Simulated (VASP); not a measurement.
All values below come from PBE GGA with D3 dispersion (Becke-Johnson damping), VASP's PBE PAW potentials (set 64) (plane waves; VASP 6.6.1). For the first row: Run with 520 eV cut-off, 8×8×8 Γ-centred mesh, Gaussian smearing of 0.050 eV, potentials Cd Se.

```tsv
system	energy (eV/atom)
CdSe (zinc blende)	-3.0540
Cd atom	-0.0146
Se atom	-0.8863
```

Atoms are spin-polarised in a large box without symmetry, with the spin fixed by Hund's rule, and may not be in the lowest state of each functional; no zero-point energy is added.

What is the cohesive energy per atom of CdSe?

The references average (1×(-0.0146) + 1×(-0.8863))/2 = -0.4504 eV, so the cohesive energy is -0.4504 − (-3.0540) = 2.604 eV/atom. Measured: 2.463 eV/atom (as given by A. S. Verma et al., Pramana (2010), arXiv:1001.1248).
